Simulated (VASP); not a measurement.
An input for Ansatz (written as the equivalent of a VASP run, and not itself run):

Ansatz 0.2 input:
```yaml
crystal:
  lattice:
    - [1.9050000, -3.2995570, 0.0000000]
    - [1.9050000, 3.2995570, 0.0000000]
    - [0.0000000, 0.0000000, 6.1400000]
  atoms:
    - { symbol: Sn, position: [0.0000000, 0.0000000, 0.0000000] }
    - { symbol: Se, position: [0.3333330, 0.6666670, 0.2500000] }
    - { symbol: Se, position: [0.6666670, 0.3333330, 0.7500000] }
kpoints:
  mp_grid: { grid: [7, 7, 4] }
hamiltonian:
  xc: pbesol
  pseudopotentials: { kind: paw }
scf:
  occupations: { method: fermi_dirac, width: 0.05 }
  max_iter: 100
output: { forces: true, stress: true, eigenvalues: true }
```

Task: Translate this input to VASP (INCAR, KPOINTS, POSCAR, choice of POTCAR).

Result: This is not unique; one that fits is 
**POSCAR**
```
SnSe2
1
    1.9050000000    -3.2995570000     0.0000000000
    1.9050000000     3.2995570000     0.0000000000
    0.0000000000     0.0000000000     6.1400000000
Sn Se
1 2
Direct
  0.0000000000   0.0000000000   0.0000000000
  0.3333330000   0.6666670000   0.2500000000
  0.6666670000   0.3333330000   0.7500000000
```

File KPOINTS:
```
Automatic mesh
0
Gamma
7 7 4
0 0 0
```

**INCAR**
```
# general
SYSTEM   =  SnSe2
PREC     =  Accurate
ENCUT    =  300
LREAL    =  .FALSE.
LASPH    =  .TRUE.

# electronic loop
EDIFF    =  1E-6
NELM     =  100
ALGO     =  Normal
LMAXMIX  =  4

# smearing
ISMEAR   =  -1
SIGMA    =  0.05

# functional
GGA      =  PS

# ions
ISIF     =  2

# output
LWAVE    =  .FALSE.
LCHARG   =  .FALSE.
```

POTCAR, in this order: Sn_d Se (PBE.64 set). Program: vasp_std.

The two are equivalent in intent, not identical: each code has its own PAW files, so the cut-off isn't converted (ENCUT is set for VASP's; basis.ecutwfc is left out, and Ansatz then takes the one that its files recommend); Ansatz stops its SCF on the density residual and VASP on the energy change (EDIFF).

The structure is a typed SnSe2 crystal. The cell was not relaxed at this level.
